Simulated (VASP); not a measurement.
Crystal: IrRu.

```
Ru Ir
1.0
     2.75769    0.00000    0.00000
     0.00000    2.75769    0.00000
     0.00000    0.00000    3.89974
Ru Ir
1 1
Direct
  0.00000 0.00000 0.00000
  0.50000 0.50000 0.50000
```

The cell was built by a generator and needn't be a form met in nature.

```yaml
Program: VASP 6.6.1
Task: relaxation of cell and atoms
Functional: LDA
Potentials_or_basis: VASP PAW LDA potentials, release 64 (Ru_pv, Ir)
Cutoff: 600 eV
k_mesh: 10 × 10 × 7
Occupations: methfessel-paxton, width 0.2 eV
Spin: no spin polarisation
```

At the start: pressure -28.5 GPa; volume 14.83 Å³/atom.

Problem. How do energy, volume and symmetry change on relaxing?

Solution. Over 10 steps the energy falls by 128.4 meV/atom and the volume is 13.52 Å³/atom (-8.9 %); space group P4/mmm (No. 123, to 0.05 Å).

Step by step:
```
step  energy change (eV)  largest force (eV/Å)  pressure (GPa)  volume (Å³)
   1              0.0000                0.0000          -28.49        29.66
   2              4.1516                0.0000          260.61        19.72
   3             -0.2518                0.0000           -4.61        27.36
   4             -0.2559                0.0000           -1.85        27.16
   5             -0.2567                0.0000            0.04        27.03
   6             -0.2566                0.0000           -0.68        27.08
   7             -0.2568                0.0000           -0.64        27.08
   8             -0.2568                0.0000           -0.65        27.08
   9             -0.2566                0.0000            1.12        26.95
  10             -0.2569                0.0000            0.00        27.03
```

Final structure:
```yaml
crystal:
  lattice:
    - [2.66943, 0.00000, 0.00000]
    - [0.00000, 2.66943, 0.00000]
    - [0.00000, 0.00000, 3.79334]
  atoms:
    - { symbol: Ru, position: [0.00000, 0.00000, 0.00000] }
    - { symbol: Ir, position: [0.50000, 0.50000, 0.50000] }
```
